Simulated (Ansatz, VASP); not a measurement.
## Si3TeW: VASP beside Ansatz

INCAR

```
SYSTEM = Si3TeW
ALGO     = Normal         ! electronic algorithm
EDIFF    = 1E-6           ! SCF threshold, eV
EDIFFG   = -0.01          ! ionic threshold
ENCUT    = 600            ! plane-wave cutoff, eV
GGA      = PE             ! functional
IBRION   = 2              ! ionic algorithm
ISIF     = 3              ! what is computed and relaxed
ISMEAR   = 0              ! smearing method
LASPH    = .TRUE.         ! aspherical terms in the spheres
LCHARG   = .FALSE.        ! write CHGCAR
LREAL    = .FALSE.        ! projectors in reciprocal space
LWAVE    = .FALSE.        ! write WAVECAR
NELM     = 100            ! most SCF steps
NSW      = 100            ! ionic steps
PREC     = Accurate       ! precision mode
SIGMA    = 0.1            ! smearing width, eV
```

Contents of KPOINTS:

```
k-points
0
G
  8 8 8
  0 0 0
```

File POSCAR:

```
Si3TeW
1.0
    4.8711495152      0.0000000000      0.0000000000
    0.0000000000      4.8711495152      0.0000000000
    0.0000000000      0.0000000000      4.8711495152
Si Te W
3 1 1
Direct
    0.0000000000      0.5000000000      0.5000000000
    0.5000000000      0.0000000000      0.5000000000
    0.5000000000      0.5000000000      0.0000000000
    0.5000000000      0.5000000000      0.5000000000
    0.0000000000      0.0000000000      0.0000000000
```

Input for Ansatz:

```yaml
crystal:
  lattice:
    - [4.8711495152, 0.0, 0.0]
    - [0.0, 4.8711495152, 0.0]
    - [0.0, 0.0, 4.8711495152]
  atoms:
    - { symbol: Si, position: [0.0, 0.5, 0.5] }
    - { symbol: Si, position: [0.5, 0.0, 0.5] }
    - { symbol: Si, position: [0.5, 0.5, 0.0] }
    - { symbol: Te, position: [0.5, 0.5, 0.5] }
    - { symbol: W, position: [0.0, 0.0, 0.0] }
basis:
  ecutwfc: 420
kpoints:
  mp_grid: { grid: [8, 8, 8] }
hamiltonian:
  xc: pbe
scf:
  occupations: { method: gaussian, width: 0.1 }
output:
  forces: true
  stress: true
  eigenvalues: true
  write_density: true
  write_potential: true
  elf: true
  volumetric_format: npy
relax:
  adjacent_minimum: "off"
  f_tol: 0.01
  max_steps: 80
  cell: { stress_tol: 0.05 }
```

Alike in both runs: task relaxation of cell and atoms; functional PBE; k mesh 8 × 8 × 8; occupations gaussian, width 0.1 eV; no spin polarisation.

|  | VASP | Ansatz |
| --- | --- | --- |
| version | VASP 6.6.1 | Ansatz 0.2.0 |
| potentials or method | VASP PAW PBE potentials, release 64 (Si, Te, W_sv) | scalar-relativistic, plane waves, PAW |
| plane-wave cutoff (eV) | 600 | 420 |
| valence electrons in the cell | 32 | 42 |

Ansatz gave:

```
gap on the k mesh at the Fermi level, each at its own relaxed structure (eV) : none
relaxed volume (Å³/atom)                                                     : 23.82
relaxed cell length with the largest relative difference (Å)                 : 4.920
energy change over the relaxation (meV/atom)                                 : -4
```

Question: Estimate VASP's values.

Answer: gap on the k mesh at the Fermi level, each at its own relaxed structure (eV): none; relaxed volume (Å³/atom): 23.90; relaxed cell length with the largest relative difference (Å): 4.926; energy change over the relaxation (meV/atom): -5.

A gap of «none» marks a metal or a gap that the smearing closes. The two sets of potentials don't hold the same shells in valence.

Spin-orbit coupling is left out, which matters for the levels of Te, W.
